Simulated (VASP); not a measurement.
All values below come from PBE GGA, VASP's PBE PAW potentials (set 64) (plane waves; VASP 6.6.1).

Input for VASP

KPOINTS:
```
Automatic mesh
0
Gamma
8 8 8
0 0 0
```

### INCAR
```
ALGO=Normal
EDIFF=1E-6
EDIFFG=-0.01
ENCUT=300
GGA=PE
IBRION=2
ISIF=3
ISMEAR=-1
LASPH=.True.
LCHARG=.False.
LMAXMIX=6
LREAL=.False.
LWAVE=.False.
NELM=100
NSW=50
PREC=Accurate
SIGMA=0.136
SYSTEM=InW
```

POSCAR:
```
InW
1
    3.4860780000     0.0000000000     0.0000000000
    0.0000000000     3.4860780000     0.0000000000
    0.0000000000     0.0000000000     3.4860780000
In W
1 1
Direct
  0.0000000000   0.0000000000   0.0000000000
  0.5000000000   0.5000000000   0.5000000000
```

POTCAR, in this order: In_d W_sv (PBE.64 set). Program: vasp_std.

Output of the run:

### OSZICAR
```
       N       E                     dE             d eps       ncg     rms          rms(c)
DAV:   1     0.177232387659E+03    0.17723E+03   -0.11836E+04  1326   0.140E+03
DAV:   2    -0.589467081539E+01   -0.18313E+03   -0.18107E+03  1241   0.377E+02
DAV:   3    -0.139512062732E+02   -0.80565E+01   -0.77860E+01  1626   0.828E+01
DAV:   4    -0.141362819469E+02   -0.18508E+00   -0.17833E+00  1589   0.117E+01
DAV:   5    -0.141404831537E+02   -0.42012E-02   -0.41975E-02  1658   0.163E+00    0.113E+01
DAV:   6    -0.133494540374E+02    0.79103E+00   -0.35991E+00  1377   0.129E+01    0.260E+00
DAV:   7    -0.133037616443E+02    0.45692E-01   -0.13903E-01  1436   0.493E+00    0.145E+00
DAV:   8    -0.132909434960E+02    0.12818E-01   -0.34085E-02  1508   0.219E+00    0.335E-01
DAV:   9    -0.132901800241E+02    0.76347E-03   -0.37123E-03  1341   0.978E-01    0.919E-02
DAV:  10    -0.132901379529E+02    0.42071E-04   -0.29716E-04  1464   0.223E-01    0.455E-02
DAV:  11    -0.132901359150E+02    0.20379E-05   -0.13021E-05  1440   0.338E-02    0.263E-02
DAV:  12    -0.132901361240E+02   -0.20906E-06   -0.24060E-06   965   0.202E-02
   1 F= -.13290136E+02 E0= -.13221358E+02  d E =-.132901E+02
       N       E                     dE             d eps       ncg     rms          rms(c)
DAV:   1    -0.524180734876E+02   -0.39128E+02   -0.74919E+02  1465   0.349E+02    0.835E+01
DAV:   2    -0.163089848782E+02    0.36109E+02   -0.10788E+02  1244   0.272E+02    0.136E+01
DAV:   3    -0.129218104495E+02    0.33872E+01   -0.16772E+01  1285   0.412E+01    0.186E+01
DAV:   4    -0.128519666234E+02    0.69844E-01   -0.63719E-01  1474   0.128E+01    0.127E+01
DAV:   5    -0.128155605313E+02    0.36406E-01   -0.37469E-01  1540   0.119E+01    0.112E+00
DAV:   6    -0.128128586885E+02    0.27018E-02   -0.48672E-02  1654   0.277E+00    0.533E-01
DAV:   7    -0.128140067798E+02   -0.11481E-02   -0.72556E-03  1527   0.142E+00    0.354E-01
DAV:   8    -0.128133624760E+02    0.64430E-03   -0.26114E-03  1508   0.971E-01    0.129E-01
DAV:   9    -0.128133656663E+02   -0.31903E-05   -0.16641E-04  1645   0.167E-01    0.352E-02
DAV:  10    -0.128133627449E+02    0.29214E-05   -0.26389E-05  1533   0.862E-02    0.105E-02
DAV:  11    -0.128133627332E+02    0.11697E-07   -0.56303E-07   626   0.684E-03
   2 F= -.12813363E+02 E0= -.12781636E+02  d E =0.476773E+00
       N       E                     dE             d eps       ncg     rms          rms(c)
DAV:   1    -0.258898685042E+02   -0.13077E+02   -0.34812E+02  1332   0.383E+02    0.233E+01
DAV:   2    -0.150788911872E+02    0.10811E+02   -0.41580E+01  1261   0.731E+01    0.844E+00
DAV:   3    -0.138028091770E+02    0.12761E+01   -0.32570E+00  1412   0.300E+01    0.250E+00
DAV:   4    -0.136682612527E+02    0.13455E+00   -0.41440E-01  1542   0.104E+01    0.162E+00
DAV:   5    -0.136612671167E+02    0.69941E-02   -0.18079E-02  1300   0.130E+00    0.989E-01
DAV:   6    -0.136550831429E+02    0.61840E-02   -0.12964E-02  1294   0.109E+00    0.210E-01
DAV:   7    -0.136551488367E+02   -0.65694E-04   -0.49113E-04  1664   0.307E-01    0.136E-01
DAV:   8    -0.136551297034E+02    0.19133E-04   -0.96200E-05  1245   0.175E-01    0.287E-02
DAV:   9    -0.136551294392E+02    0.26423E-06   -0.31699E-06  1160   0.167E-02
   3 F= -.13655129E+02 E0= -.13604379E+02  d E =-.364993E+00
       N       E                     dE             d eps       ncg     rms          rms(c)
DAV:   1    -0.136649652816E+02   -0.98356E-02   -0.21286E-01  1451   0.772E+00    0.829E-01
DAV:   2    -0.136569618032E+02    0.80035E-02   -0.21711E-02  1446   0.206E+00    0.185E-01
DAV:   3    -0.136561425576E+02    0.81925E-03   -0.24687E-03  1517   0.852E-01    0.139E-01
DAV:   4    -0.136560995041E+02    0.43053E-04   -0.13115E-04  1559   0.162E-01    0.620E-02
DAV:   5    -0.136560995798E+02   -0.75704E-07   -0.23552E-05  1496   0.542E-02    0.155E-02
DAV:   6    -0.136561006900E+02   -0.11101E-05   -0.16573E-06   741   0.128E-02    0.534E-03
DAV:   7    -0.136561009038E+02   -0.21385E-06   -0.45089E-07   603   0.720E-03
   4 F= -.13656101E+02 E0= -.13605948E+02  d E =-.365965E+00
       N       E                     dE             d eps       ncg     rms          rms(c)
DAV:   1    -0.136591954183E+02   -0.30947E-02   -0.71828E-02  1451   0.450E+00    0.483E-01
DAV:   2    -0.136564886001E+02    0.27068E-02   -0.73060E-03  1445   0.120E+00    0.108E-01
DAV:   3    -0.136562109403E+02    0.27766E-03   -0.84046E-04  1508   0.498E-01    0.806E-02
DAV:   4    -0.136561988613E+02    0.12079E-04   -0.44154E-05  1575   0.940E-02    0.359E-02
DAV:   5    -0.136562006243E+02   -0.17630E-05   -0.79749E-06  1486   0.318E-02    0.911E-03
DAV:   6    -0.136562012786E+02   -0.65428E-06   -0.54827E-07   615   0.755E-03
   5 F= -.13656201E+02 E0= -.13606391E+02  d E =-.366065E+00
       N       E                     dE             d eps       ncg     rms          rms(c)
DAV:   1    -0.136568798199E+02   -0.67920E-03   -0.16426E-02  1435   0.216E+00    0.227E-01
DAV:   2    -0.136562711253E+02    0.60869E-03   -0.16489E-03  1444   0.569E-01    0.516E-02
DAV:   3    -0.136562058446E+02    0.65281E-04   -0.19356E-04  1516   0.238E-01    0.381E-02
DAV:   4    -0.136561991523E+02    0.66923E-05   -0.10234E-05  1557   0.450E-02    0.166E-02
DAV:   5    -0.136561965571E+02    0.25952E-05   -0.14309E-06   656   0.151E-02    0.313E-03
DAV:   6    -0.136561962351E+02    0.32204E-06   -0.46323E-07   604   0.955E-03
   6 F= -.13656196E+02 E0= -.13606222E+02  d E =0.504348E-05
       N       E                     dE             d eps       ncg     rms          rms(c)
DAV:   1    -0.136563919331E+02   -0.19538E-03   -0.44441E-03  1443   0.112E+00    0.119E-01
DAV:   2    -0.136562243025E+02    0.16763E-03   -0.44608E-04  1445   0.297E-01    0.270E-02
DAV:   3    -0.136562073955E+02    0.16907E-04   -0.52574E-05  1513   0.124E-01    0.199E-02
DAV:   4    -0.136562076471E+02   -0.25160E-06   -0.22573E-06   924   0.234E-02
   7 F= -.13656208E+02 E0= -.13606320E+02  d E =-.636853E-05
```

**OUTCAR**
```
------------------------ aborting loop because EDIFF is reached ----------------------------------------
  FORCE on cell =-STRESS in cart. coord.  units (eV):
  Direction    XX          YY          ZZ          XY          YZ          ZX
  --------------------------------------------------------------------------------------
  Total       -0.0056493     -0.0056493     -0.0056493     -0.0000000     -0.0000000      0.0000000
  in kB       -0.2483891     -0.2483891     -0.2483891     -0.0000000     -0.0000000      0.0000000
  external PRESSURE =      -0.2483891 kB  Pullay stress =       0.0000000 kB
  volume of cell :       36.44
      direct lattice vectors                 reciprocal lattice vectors
     3.315317704  0.000000000  0.000000000     0.301630217 -0.000000000  0.000000000
     0.000000000  3.315317704  0.000000000    -0.000000000  0.301630217 -0.000000000
    -0.000000000  0.000000000  3.315317704    -0.000000000 -0.000000000  0.301630217
 POSITION                                       TOTAL-FORCE (eV/Angst)
 -----------------------------------------------------------------------------------
     -0.00000      0.00000      0.00000        -0.000000     -0.000000      0.000000
      1.65766      1.65766      1.65766         0.000000      0.000000      0.000000
 -----------------------------------------------------------------------------------
    total drift:                               -0.000000      0.000000     -0.000000
  FREE ENERGIE OF THE ION-ELECTRON SYSTEM (eV)
  ---------------------------------------------------
  free  energy   TOTEN  =       -13.6562076471 eV

  energy  without entropy=      -13.5564319514  energy(sigma->0) =      -13.60631980

 reached required accuracy - stopping structural energy minimisation
```
(Selected blocks of OUTCAR.)

### CONTCAR
```
InW
   1.00000000000000
     3.3153177036486774    0.0000000000000000    0.0000000000000000
     0.0000000000000000    3.3153177036486774    0.0000000000000000
    -0.0000000000000000    0.0000000000000000    3.3153177036486774
  In              W
     1     1
Direct
     0.0000000000000000    0.0000000000000000    0.0000000000000000
     0.5000000000000000    0.5000000000000000    0.5000000000000000
```

At this cut-off the stress carries a Pulay error, which pulls relaxed volumes low. Energy and stress use the plane-wave basis of the starting cell.

The structure was generated: InW was put into an ordered model structure, which need not be its known phase. This run relaxes it. Symmetry was kept, so distortions that lower it aren't found. The run is one of a series of settings (EDIFFG = -0.01, IBRION = 2, ISIF = 3, NSW = 50 against the base run), some of them coarse on purpose. The electron count is odd and the run is not spin-polarised, which forces a metal.
